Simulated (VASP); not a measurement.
# A VASP study of SiC (Moissanite 3C) (r2SCAN): structure first, properties next, part 6 of 6

Aim: relax SiC (Moissanite 3C) with r2SCAN, compute its properties on that cell and hold them against experiment. The start is a cell from a database of measured crystal structures.

VASP 6.6.1, plane waves and PAW; the level of theory is named at each step.

So far, gap on the k-mesh (eV): step 2 (full relaxation (r2SCAN)) 1.88; step 7 (volume scan with r2SCAN) 1.84; step 8 (volume scan with r2SCAN (run 2)) 1.86; step 16 (optical spectrum (r2SCAN)) 1.80; step 17 (a semilocal run for the hybrid's start) 2.20.

### 19. Band structure (TB-mBJ)

This step: TB-mBJ; plane waves and PAW (Si, C) (VASP 6.6.1).

The mesh alone shows little of the dispersion and can miss band extrema, so KPOINTS_OPT adds a path through the symmetry points after the self-consistent cycle. TB-mBJ is a local potential fitted to gaps: it costs far less than a hybrid but gives no energy.

The input, INCAR:

```
SYSTEM = SiC
PREC = Accurate
ENCUT = 520
EDIFF = 1E-06
NELM = 150
ISMEAR = 0
SIGMA = 0.05
LREAL = .FALSE.
ALGO = Normal
METAGGA = MBJ
LASPH = .TRUE.
NBANDS = 16
LORBIT = 11
LWAVE = .FALSE.
LCHARG = .FALSE.
KPAR = 2
```

The input, POSCAR:

```
SiC
1.0
    0.0000000000      2.1775716673      2.1775716673
    2.1775716673      0.0000000000      2.1775716673
    2.1775716673      2.1775716673      0.0000000000
Si C
1 1
Direct
    0.0000000000      0.0000000000      0.0000000000
    0.2500000000      0.2500000000      0.2500000000
```

The input, KPOINTS:

```
Automatic mesh
0
Gamma
9 9 9
0 0 0
```

The input, KPOINTS_OPT:

```
Line mode
16
Line-mode
Reciprocal
  0.00000000   0.00000000   0.00000000 GAMMA
  0.50000000   0.00000000   0.50000000 X

  0.50000000   0.00000000   0.50000000 X
  0.50000000   0.25000000   0.75000000 W

  0.50000000   0.25000000   0.75000000 W
  0.37500000   0.37500000   0.75000000 K

  0.37500000   0.37500000   0.75000000 K
  0.00000000   0.00000000   0.00000000 GAMMA

  0.00000000   0.00000000   0.00000000 GAMMA
  0.50000000   0.50000000   0.50000000 L

  0.50000000   0.50000000   0.50000000 L
  0.62500000   0.25000000   0.62500000 U

  0.62500000   0.25000000   0.62500000 U
  0.50000000   0.25000000   0.75000000 W

  0.50000000   0.25000000   0.75000000 W
  0.50000000   0.50000000   0.50000000 L

  0.50000000   0.50000000   0.50000000 L
  0.37500000   0.37500000   0.75000000 K

  0.62500000   0.25000000   0.62500000 U
  0.50000000   0.00000000   0.50000000 X
```

PAW data sets: Si and C (PBE family, release 64).

On the command line:

```bash
mpirun -np 2 vasp_std
```

Log:

```text
[... set-up lines as in an earlier step ...]
 entering main loop
       N       E                     dE             d eps       ncg     rms          rms(c)
DAV:   1     0.388221888279E+02    0.38822E+02   -0.37609E+03  1152   0.429E+02
DAV:   2     0.191942209832E+02   -0.19628E+02   -0.18887E+02  1512   0.930E+01
DAV:   3     0.187503079439E+02   -0.44391E+00   -0.44352E+00  1304   0.104E+01
DAV:   4     0.187495957765E+02   -0.71217E-03   -0.71216E-03  1488   0.547E-01
DAV:   5     0.187495945332E+02   -0.12433E-05   -0.12433E-05  1296   0.204E-02    0.849E+00
DAV:   6     0.212111232884E+02    0.24615E+01   -0.16838E+01  1232   0.153E+01    0.434E+00
DAV:   7     0.210181249713E+02   -0.19300E+00   -0.52084E+00  1256   0.806E+00    0.329E+00
DAV:   8     0.226168439578E+02    0.15987E+01   -0.25376E+00  1288   0.550E+00    0.124E+00
DAV:   9     0.226727174639E+02    0.55874E-01   -0.14570E+00  1328   0.439E+00    0.625E-01
DAV:  10     0.228571738231E+02    0.18446E+00   -0.26071E-01  1312   0.173E+00    0.480E-01
DAV:  11     0.228151989861E+02   -0.41975E-01   -0.82996E-02  1336   0.951E-01    0.401E-01
DAV:  12     0.228964668653E+02    0.81268E-01   -0.15067E-02  1320   0.514E-01    0.368E-01
DAV:  13     0.229441085011E+02    0.47642E-01   -0.93535E-04  1304   0.153E-01    0.346E-01
DAV:  14     0.229398865100E+02   -0.42220E-02   -0.57618E-04  1304   0.134E-01    0.269E-01
DAV:  15     0.229603736629E+02    0.20487E-01   -0.11668E-04  1432   0.579E-02    0.242E-01
DAV:  16     0.229965414778E+02    0.36168E-01   -0.11540E-03  1264   0.154E-01    0.126E-01
DAV:  17     0.229984068901E+02    0.18654E-02   -0.87376E-04  1312   0.133E-01    0.125E-01
DAV:  18     0.230154122932E+02    0.17005E-01   -0.33169E-04  1328   0.721E-02    0.714E-02
DAV:  19     0.230259690882E+02    0.10557E-01   -0.23063E-04  1320   0.736E-02    0.537E-02
DAV:  20     0.230442587560E+02    0.18290E-01   -0.20790E-04  1360   0.682E-02    0.837E-03
DAV:  21     0.230452799673E+02    0.10212E-02   -0.17869E-04  1296   0.531E-02    0.220E-02
DAV:  22     0.230470566403E+02    0.17767E-02   -0.38655E-05  1296   0.216E-02    0.130E-02
DAV:  23     0.230486662952E+02    0.16097E-02   -0.86312E-06  1344   0.116E-02    0.120E-02
DAV:  24     0.230509055056E+02    0.22392E-02   -0.27271E-06  1232   0.757E-03    0.647E-03
DAV:  25     0.230518172140E+02    0.91171E-03   -0.18354E-06  1136   0.542E-03    0.646E-03
DAV:  26     0.230531246804E+02    0.13075E-02   -0.10027E-06   592   0.428E-03    0.347E-03
DAV:  27     0.230541259127E+02    0.10012E-02   -0.82025E-07   944   0.471E-03    0.186E-03
DAV:  28     0.230545659831E+02    0.44007E-03   -0.27815E-07   576   0.314E-03    0.988E-04
DAV:  29     0.230548994758E+02    0.33349E-03   -0.73209E-08   584   0.157E-03    0.269E-04
DAV:  30     0.230549886599E+02    0.89184E-04   -0.39764E-08   568   0.107E-03    0.169E-04
DAV:  31     0.230549486215E+02   -0.40038E-04   -0.54178E-09   584   0.417E-04    0.300E-04
DAV:  32     0.230550208393E+02    0.72218E-04   -0.61771E-09   568   0.304E-04    0.665E-05
DAV:  33     0.230550155583E+02   -0.52810E-05   -0.51744E-09   584   0.282E-04    0.142E-04
DAV:  34     0.230550992126E+02    0.83654E-04   -0.57009E-09   568   0.293E-04    0.107E-04
DAV:  35     0.230550784159E+02   -0.20797E-04   -0.57406E-09   584   0.298E-04    0.205E-05
DAV:  36     0.230550934238E+02    0.15008E-04   -0.15904E-09   568   0.135E-04    0.474E-05
DAV:  37     0.230550799423E+02   -0.13482E-04   -0.62758E-10   584   0.836E-05    0.119E-05
DAV:  38     0.230550853739E+02    0.54316E-05   -0.31003E-10   568   0.578E-05    0.236E-05
DAV:  39     0.230550798879E+02   -0.54860E-05   -0.13768E-10   560   0.376E-05    0.418E-06
DAV:  40     0.230550820397E+02    0.21518E-05   -0.68045E-11   560   0.273E-05    0.121E-05
DAV:  41     0.230550796601E+02   -0.23796E-05   -0.28559E-11   560   0.175E-05    0.144E-06
DAV:  42     0.230550795737E+02   -0.86369E-07   -0.12234E-11   560   0.125E-05
   1 F= 0.23055080E+02 E0= 0.23055080E+02  d E =-.193123E-27
 Start KPOINTS_OPT (optional k-point list driver)
k-point batch [1-35\160]
       N       E                     dE             ncg
DAV:   1     0.127370862014E+04   -0.93700E+04     1144
DAV:   2     0.573211962168E+03   -0.70050E+03     1520
DAV:   3     0.559511686875E+03   -0.13700E+02     1376
DAV:   4     0.559489001925E+03   -0.22685E-01     1464
DAV:   5     0.559488958044E+03   -0.43881E-04     1368
DAV:   6     0.559488957938E+03   -0.10615E-06     1304
[...]
k-point batch [141-160\160]
       N       E                     dE             ncg
DAV:   1     0.575945352120E+04   -0.70451E+04      656
DAV:   2     0.539446798802E+04   -0.36499E+03      864
DAV:   3     0.538743841651E+04   -0.70296E+01      800
DAV:   4     0.538742685387E+04   -0.11563E-01      808
DAV:   5     0.538742683151E+04   -0.22361E-04      784
DAV:   6     0.538742683145E+04   -0.57076E-07      776
```

Elapsed: 13 s, on 2 MPI ranks of Intel Xeon 6975P-C (Granite Rapids), shared host; peak memory 0.27 GiB; 25 s of CPU time.

Parts of OUTCAR (step 19):

```text
   NELECT =       8.0000    total number of electrons

 E-fermi :   8.2727

 k-point     1 :       0.0000    0.0000    0.0000
  band No.  band energies     occupation
      1      -7.6587      2.00000
      2       7.9028      2.00000
      3       7.9028      2.00000
      4       7.9028      2.00000
      5      14.9324      0.00000
      6      15.9222      0.00000
      7      15.9222      0.00000
      8      15.9222      0.00000
      9      23.5468      0.00000
    ...

  Total       10.8933643     10.8933643     10.8933643     -0.0000000      0.0000000     -0.0000000
  in kB      845.1333572    845.1333572    845.1333572     -0.0000000      0.0000000     -0.0000000
  external PRESSURE =     845.1333572 kB  Pullay stress =       0.0000000 kB

 POSITION                                       TOTAL-FORCE (eV/Angst)
 -----------------------------------------------------------------------------------
      0.00000      0.00000      0.00000         0.000000      0.000000      0.000000
      1.08879      1.08879      1.08879        -0.000000     -0.000000     -0.000000
 -----------------------------------------------------------------------------------
    total drift:                                0.000010      0.000010      0.000010

  FREE ENERGIE OF THE ION-ELECTRON SYSTEM (eV)
  ---------------------------------------------------
  free  energy   TOTEN  =        23.0550795737 eV

  energy  without entropy=       23.0550795737  energy(sigma->0) =       23.05507957

[... 8 parts as in an earlier step ...]

[... 9 further parts left out ...]
```

This functional is a potential without an energy, so its energies, forces and stress mean nothing and are not read.

Numbers from this step:

| Item | Value |
| --- | --- |
| SCF cycles | 42 |
| bands | 16 |
| irreducible k-points | 35 |
| Fermi energy | 8.273 eV |
| least gap on mesh and path | 2.343 eV |
| least direct gap on mesh and path | 5.529 eV |

The electronic bands at the labelled points (eV, zero at the valence-band top; v1 is the highest filled band, c1 the lowest empty one):

```
          point     v3     v2     v1    c1     c2     c3     c4
              Γ   0.00   0.00   0.00  7.03   8.02   8.02   8.02
0.47 of the way  -3.05  -1.76  -1.76  5.22   7.48  11.18  11.18
              X  -7.65  -3.19  -3.19  2.34   5.13  15.66  15.66
0.47 of the way  -7.39  -3.90  -3.84  3.78   6.58  13.49  14.57
              W  -6.92  -4.84  -4.47  6.11  10.33  10.51  10.52
0.47 of the way  -7.03  -5.15  -3.56  5.22   8.93  11.47  12.41
              K  -7.15  -5.33  -2.60  4.05   8.58  13.09  13.62
0.47 of the way  -4.78  -3.12  -0.69  7.50   8.81   9.34  10.00
              Γ   0.00   0.00   0.00  7.03   8.02   8.02   8.02
0.47 of the way  -3.85  -0.57  -0.57  6.82   8.76   8.76  10.12
              L  -8.32  -1.10  -1.10  6.21   8.12   8.12  11.29
0.47 of the way  -7.87  -3.10  -1.67  5.86   8.68   9.71  12.20
              U  -7.15  -5.33  -2.60  4.05   8.58  13.09  13.62
0.53 of the way  -7.03  -5.15  -3.56  5.22   8.93  11.47  12.41
              W  -6.92  -4.84  -4.47  6.11  10.33  10.51  10.52
0.53 of the way  -7.72  -3.43  -2.08  6.27   7.96  10.81  12.07
              L  -8.32  -1.10  -1.10  6.21   8.12   8.12  11.29
0.47 of the way  -7.87  -3.10  -1.67  5.86   8.68   9.71  12.20
              K  -7.15  -5.33  -2.60  4.05   8.58  13.09  13.62
      jump to U  -7.15  -5.33  -2.60  4.05   8.58  13.09  13.62
0.53 of the way  -7.52  -4.01  -3.05  2.97   5.96  14.91  15.19
              X  -7.65  -3.19  -3.19  2.34   5.13  15.66  15.66
```

Of the projections kept (Si, C), the largest for each band there; the rest of the weight can lie on other orbitals:

```
point       v3      v2       v1       c1       c2       c3       c4
    Γ   C 0.88  C 0.88   C 0.88   C 0.79  Si 0.97  Si 0.97  Si 0.97
    X  Si 0.62  C 0.60   C 0.60  Si 0.53  Si 0.88   C 0.60   C 0.60
    W  Si 0.65  C 0.62  Si 0.50   C 0.96   C 0.54  Si 0.68  Si 0.73
    K  Si 0.63  C 0.54   C 0.62  Si 0.55   C 0.54   C 0.51   C 0.72
    Γ   C 0.88  C 0.88   C 0.88   C 0.79  Si 0.97  Si 0.97  Si 0.97
    L  Si 0.58  C 0.73   C 0.73  Si 0.57  Si 0.89  Si 0.89   C 0.93
```

The electronic bands as a text plot (rows in eV, shown from -8.0 to 8.0 only):

```
    7.7 |++ +       +        ++++++        +         +++ ++   +
    7.0 |+++ +                   ++++++
    6.4 |     +    +  +     +          +++++      +++++++++
    5.7 |   +  +  +  +     +                +    +         +   +
    5.0 |       ++  +  +  +                  +  +           +   +
    4.3 |    ++         ++                    ++             +
    3.7 |          +                                          +
    3.0 |      +                                               +
    2.3 |       +++                                             +
    1.7 |
    1.0 |
    0.3 |
   -0.3 |**                   ********
   -1.0 | **                **  *     ******           ***
   -1.7 |   *              *  **    *      **         ** ***
   -2.3 |   ***          **                  ***     **   * **
   -3.0 |      ***      *    * *     *      *   *   *         ***
   -3.7 |    *    **   *      *                    * *     *
   -4.3 |     *     ***     *         *      *   ** *          *
   -5.0 |            ****  * *                * ****        * *
   -5.7 |      *         ** *                  *             *
   -6.3 |                  *           *
   -7.0 |       *   *******                   *******       ***
   -7.7 |        ***                    *   **       *     *   **
         Γ       X    W  K        Γ      L     U  W     L   K|U X
```

The gap moves by +0.62 eV against r2SCAN.

### 20. What came out

| Quantity | Value |
| --- | --- |
| relaxed volume | 10.33 Å³/atom |
| relaxed conventional cell a, b, c | 4.355, 4.355, 4.355 Å |
| space group after relaxing, within 0.02 Å | F-43m (No. 216) |
| band gap | 1.72 eV, indirect (least direct gap of that run 5.06 eV) |
| gap among the points of the DOS mesh alone, an upper bound | 1.80 eV |
| highest zone-centre mode | 798 cm⁻¹ |
| bulk modulus from the fit | 227 GPa |
| volume from the fit | 10.3 Å³/atom |
| strongest peak of ε2, mean over directions | 7.38 eV |
| ε1 at zero frequency, no local fields, mean | 6.51 |
| band gap (HSE06) | 2.25 eV, indirect (least direct gap of that run 5.76 eV) |
| band gap (TB-mBJ) | 2.34 eV, indirect (least direct gap of that run 5.53 eV) |

With r2SCAN, SiC (Moissanite 3C) relaxes to 10.33 Å³/atom in space group F-43m (held by the symmetry of the run), has an indirect gap of 1.72 eV (2.25 eV with HSE06) and has a bulk modulus of 227 GPa. Against the listed cell the volume lies -0.2 %. Bands along the symmetry lines (r2SCAN): On this path the gap is indirect, 1.72 eV, with the valence top at Γ and the conduction bottom at X. The least direct gap is 5.06 eV. Zone-centre phonons (r2SCAN): The highest mode in this list at Γ, 798.2 cm⁻¹, is mostly motion of C (70 % of the kinetic energy). Bands along the symmetry lines (HSE06): The path shows an indirect gap of 2.25 eV (valence top at Γ, conduction bottom at X). The least direct gap is 5.76 eV. Band structure (TB-mBJ): On this path the gap is indirect, 2.34 eV, with the valence top at Γ and the conduction bottom at X. The least direct gap is 5.53 eV. The other levels ran on the cell relaxed with r2SCAN, and without spin-orbit coupling unless named. Semilocal functionals usually underestimate gaps. Modes at Γ alone can't show that the crystal is stable at other wave vectors, and the LO-TO splitting is not included. No search among competing phases was made, and a listed structure need not be the one stable at ambient conditions. All values are for a static lattice at zero temperature.

Comparison with the measured values:

| quantity | measured | r2SCAN | HSE06 | TB-mBJ | Birch-Murnaghan fit, r2SCAN |
| --- | --- | --- | --- | --- | --- |
| lattice constant a (Å) | 4.357 | 4.355 (-0.0 %) | - | - | - |
| band gap (least gap) (eV) | 2.4 | 1.72 (-0.68 eV) | 2.25 (-0.15 eV) | 2.34 (-0.06 eV) | - |
| bulk modulus (GPa) | 225 | - | - | - | 227 (+0.8 %) |
| Raman mode, TO (cm⁻¹) | 796 | 798 (+0.3 %) | - | - | - |
| infrared mode, TO at Gamma (cm⁻¹) | 797.5 | 798 (+0.1 %) | - | - | - |

Cost of the run behind each value, in core time: r2SCAN 33 s, HSE06 86 s, TB-mBJ 26 s.

Measured values from arxiv:1210.3244 (2012), pmc:7200658 (2020), pmc:9505936 (2022) and arxiv:0803.1210 (2008).

Verdict: The lattice constant a matches within 0.05 %: good agreement. For the band gap, of the levels listed nearest comes TB-mBJ (-0.06 eV, good agreement) and farthest r2SCAN (-0.68 eV, a clear miss). Zero-point and thermal motion shift the measured gap. The bulk modulus is off by +0.8 %: good agreement. The Raman mode is off by +0.3 %: good agreement. The infrared mode is off by +0.1 %: good agreement. The grades are ours: good and fair within 0.7 and 1.5 % for the lattice constant a, 5 and 12 % for the bulk modulus, 3 and 7 % for the Raman mode and 3 and 7 % for the infrared mode. Zero-point motion and thermal expansion (measured at up to 300 K) are not in the computed lattice constants, bulk modulus, Raman mode and infrared mode.

[Lines on the potential files, build, host, timing and source positions are cut from VASP's logs without a mark.]

[Logs are printed without paths, hosts, clocks, repeated set-up lines and the standing remarks that a program may print on its own settings, such as how far it seeks lower states.]

[Hosts, paths, dates, database ids (printed as entryN), source tags and the programs' standing remarks are cut or masked in the printed files.]

[A measured line is paired with the nearest computed mode of its activity, which favours agreement.]
